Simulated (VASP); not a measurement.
A VASP calculation is set up with these files.

**INCAR**
```
SYSTEM = NaCl
PREC = Accurate
ENCUT = 400
EDIFF = 1E-6
NELM = 25
ALGO = VeryFast
LREAL = .FALSE.
LASPH = .TRUE.
ISMEAR = 0
SIGMA = 0.05
GGA = PE
LWAVE = .FALSE.
LCHARG = .FALSE.
ISIF = 2
HFSCREEN = 0.2
AEXX = 0.25
LHFCALC = .TRUE.
PRECFOCK = Fast
ISYM = 3
```

**KPOINTS**
```
Automatic mesh
0
Gamma
2 2 2
0 0 0
```

**POSCAR**
```
NaCl
1
    0.0000000000     2.8764000000     2.8764000000
    2.8764000000     0.0000000000     2.8764000000
    2.8764000000     2.8764000000     0.0000000000
Na Cl
1 1
Direct
  0.0000000000   0.0000000000   0.0000000000
  0.5000000000   0.5000000000   0.5000000000
```

POTCAR, in this order: Na_pv Cl (PBE.64 set). Program: vasp_std.

Output

standard output:
```
 POSCAR found type information on POSCAR NaCl
 POSCAR found :  2 types and       2 ions
 Reading from existing POTCAR
 Reading from existing POTCAR
 LDA part: xc-table for (Slater+PW92), standard interpolation
 POSCAR, INCAR and KPOINTS ok, starting setup
 WAVECAR not read
 entering main loop
       N       E                     dE             d eps       ncg     rms          rms(c)
RMM:   1    -0.172496496669E+03   -0.17250E+03   -0.56274E+03    33   0.967E+02
RMM:   2    -0.201295240296E+03   -0.28799E+02   -0.17986E+03    33   0.283E+02
RMM:   3    -0.196844835804E+03    0.44504E+01   -0.40551E+02    33   0.163E+02
RMM:   4    -0.203679219584E+03   -0.68344E+01   -0.11741E+02    33   0.108E+02
RMM:   5    -0.203885348195E+03   -0.20613E+00   -0.54830E+01    33   0.712E+01
RMM:   6    -0.203426961408E+03    0.45839E+00   -0.41177E+01    33   0.583E+01
RMM:   7    -0.204347383851E+03   -0.92042E+00   -0.29688E+01    33   0.462E+01
RMM:   8    -0.205248301544E+03   -0.90092E+00   -0.12436E+02    33   0.723E+01
RMM:   9    -0.201117158765E+03    0.41311E+01   -0.16767E+01   101   0.446E+01
RMM:  10    -0.201039398367E+03    0.77760E-01   -0.19171E+00    96   0.980E+00
RMM:  11    -0.200992203177E+03    0.47195E-01   -0.22615E+00   105   0.793E+00
RMM:  12    -0.201088924052E+03   -0.96721E-01   -0.21883E+00   101   0.741E+00    0.501E+00
RMM:  13     0.647002277665E+02    0.26579E+03   -0.20229E+01   111   0.384E+01    0.753E+00
RMM:  14     0.625639359571E+02   -0.21363E+01   -0.28706E+00    92   0.120E+01    0.225E+00
RMM:  15     0.630668560887E+02    0.50292E+00   -0.23390E+00    92   0.844E+00    0.974E-01
RMM:  16     0.631963027713E+02    0.12945E+00   -0.23948E+00   108   0.854E+00    0.618E-01
RMM:  17     0.632490500430E+02    0.52747E-01   -0.22325E+00    99   0.811E+00    0.396E-01
RMM:  18     0.632502163877E+02    0.11663E-02   -0.22941E+00   106   0.777E+00    0.238E-01
RMM:  19     0.632580886769E+02    0.78723E-02   -0.22359E+00   110   0.855E+00    0.141E-01
RMM:  20     0.632527632118E+02   -0.53255E-02   -0.21964E+00   113   0.840E+00    0.825E-02
RMM:  21     0.632439319923E+02   -0.88312E-02   -0.21417E+00   115   0.822E+00    0.888E-02
RMM:  22     0.632540687983E+02    0.10137E-01   -0.21255E+00   106   0.814E+00    0.321E-02
RMM:  23     0.632433239457E+02   -0.10745E-01   -0.20803E+00   117   0.827E+00    0.438E-02
RMM:  24     0.632516456147E+02    0.83217E-02   -0.20792E+00   112   0.811E+00    0.259E-02
RMM:  25     0.632397524400E+02   -0.11893E-01   -0.20278E+00   115   0.810E+00

 -----------------------------------------------------------------------------
|                                                                             |
|           W    W    AA    RRRRR   N    N  II  N    N   GGGG   !!!           |
|           W    W   A  A   R    R  NN   N  II  NN   N  G    G  !!!           |
|           W    W  A    A  R    R  N N  N  II  N N  N  G       !!!           |
|           W WW W  AAAAAA  RRRRR   N  N N  II  N  N N  G  GGG   !            |
|           WW  WW  A    A  R   R   N   NN  II  N   NN  G    G                |
|           W    W  A    A  R    R  N    N  II  N    N   GGGG   !!!           |
|                                                                             |
|     The electronic self-consistency was not achieved in the given           |
|     number of steps (NELM). The forces and other quantities evaluated       |
|     might not be reliable so examine the results carefully. If you find     |
|     spurious results, we suggest increasing NELM, if you were close to      |
|     convergence or switching to a different ALGO or adjusting the           |
|     density mixing parameters otherwise.                                    |
|                                                                             |
 -----------------------------------------------------------------------------

   1 F= 0.63239752E+02 E0= 0.63239752E+02  d E =-.135489E-21
```

### OUTCAR
```
------------------------ aborting loop EDIFF was not reached (unconverged)  ----------------------------
  FORCE on cell =-STRESS in cart. coord.  units (eV):
  Direction    XX          YY          ZZ          XY          YZ          ZX
  --------------------------------------------------------------------------------------
  Total      -65.4172806    -65.4172806    -65.4172806      0.0000000      0.0000000      0.0000000
  in kB    -2202.0401500  -2202.0401500  -2202.0401500      0.0000000      0.0000000      0.0000000
  external PRESSURE =   -2202.0401500 kB  Pullay stress =       0.0000000 kB
  volume of cell :       47.60
      direct lattice vectors                 reciprocal lattice vectors
     0.000000000  2.876400000  2.876400000    -0.173828397  0.173828397  0.173828397
     2.876400000  0.000000000  2.876400000     0.173828397 -0.173828397  0.173828397
     2.876400000  2.876400000  0.000000000     0.173828397  0.173828397 -0.173828397
  FREE ENERGIE OF THE ION-ELECTRON SYSTEM (eV)
  ---------------------------------------------------
  free  energy   TOTEN  =        63.2397524400 eV

  energy  without entropy=       63.2397524400  energy(sigma->0) =       63.23975244

  exchange ACFDT corr.  =         0.00000000  see jH, gK, PRB 81, 115126
```
(Selected blocks of OUTCAR.)

Task: Read input and log: which fault does this run have?
(A) SIGMA is far too large
(B) ICHARG = 11 asks for a fixed density, but there is no CHGCAR
(C) a hybrid functional was run with ALGO = VeryFast
(D) EDIFFG is positive, so the stop tests the energy change and not the forces

Result: C, a hybrid functional was run with ALGO = VeryFast. The run did not converge; its last values are not results. Against the sound run, the energy per atom (σ→0) goes up by 35.496 eV/atom; the pressure drops by 220.12 GPa; the band gap decreases by 2.52 eV.

To mend it, set ALGO = Normal.

The mended run (HSE06 screened hybrid, plane waves, VASP's PBE PAW potentials (set 64)) converges, and its OSZICAR ends with
```
   1 F= -.77524562E+01 E0= -.77524562E+01  d E =-.969613E-14
```

The compound is NaCl in the rock salt structure. The cell was not relaxed at this level.
